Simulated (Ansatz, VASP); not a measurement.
**Two plane-wave programs on Ga2PN**

The input POSCAR:

```
Ga2PN
1.0
    3.5309103080      0.0000000000      0.0000000000
    0.0000000000      3.5309103080      0.0000000000
    0.0000000000      0.0000000000      4.9571255115
N Ga P
1 2 1
Direct
    0.0000000000      0.0000000000      0.0000000000
    0.0000000000      0.5000000000      0.7927838360
    0.5000000000      0.0000000000      0.2072161640
    0.5000000000      0.5000000000      0.5000000000
```

File INCAR.step1:

```
  PREC = Accurate
  ENCUT = 520
  EDIFF = 1E-5
  ISMEAR = -1
  SIGMA = 0.02
  LREAL = F
  LASPH = T
  NELM = 100
  ALGO = Normal
  ISIF = 2
  LWAVE = T
  LCHARG = F
  GGA = PE
  NBANDS = 26
```

File INCAR.step2:

```
  PREC = Accurate
  ENCUT = 520
  EDIFF = 1E-6
  ISMEAR = -1
  SIGMA = 0.02
  LREAL = F
  LASPH = T
  NELM = 100
  ALGO = Normal
  ISIF = 2
  LWAVE = F
  LCHARG = F
  GGA = PE
  LHFCALC = T
  HFSCREEN = 0.2079
  PRECFOCK = Normal
  ISTART = 1
  NBANDS = 26
```

Contents of KPOINTS:

```
Automatic mesh
0
Gamma
  4 4 2
```

Input for Ansatz:

```yaml
crystal:
  lattice:
    - [3.530910308, 0.0, 0.0]
    - [0.0, 3.530910308, 0.0]
    - [0.0, 0.0, 4.9571255115]
  atoms:
    - { symbol: "N", position: [0.0, 0.0, 0.0] }
    - { symbol: Ga, position: [0.0, 0.5, 0.792783836] }
    - { symbol: P, position: [0.5, 0.5, 0.5] }
    - { symbol: Ga, position: [0.5, 0.0, 0.207216164] }
kpoints:
  mp_grid: { grid: [4, 4, 2] }
hamiltonian:
  xc: hse06
scf:
  occupations: { method: fermi_dirac, width: 0.02 }
  n_extra_bands: 5
output:
  forces: true
  stress: true
  eigenvalues: true
```

The cell was built by a generator and needn't be a form met in nature.

Alike in both runs: task single point; functional HSE06; k mesh 4 × 4 × 2; occupations fermi-dirac, width 0.02 eV; no spin polarisation.

|  | VASP | Ansatz |
| --- | --- | --- |
| version | VASP 6.6.1 | Ansatz 0.2.0 |
| potentials or method | VASP PAW PBE potentials, release 64 (N, Ga_d, P) | plane waves, PAW |
| plane-wave cutoff (eV) | 520 | 420 |
| valence electrons in the cell | 36 | 36 |

|  | VASP | Ansatz | Ansatz less VASP |
| --- | --- | --- | --- |
| pressure (GPa) | 0.3 | 0.5 | +0.18 |
| largest component of the traceless stress (GPa) | 0.50 | 0.34 | -0.154 |
| rms of the force components (eV/Å) | 0.009 | 0.013 | +0.0042 |

Ansatz warned: «stress_exchange_threshold_loose».

Caveats: the k mesh is coarse (spacing up to 0.63 Å⁻¹), so the values aren't converged, least of all with exact exchange; the PAW data sets were made with another functional, which shifts forces and pressure a little (VASP).
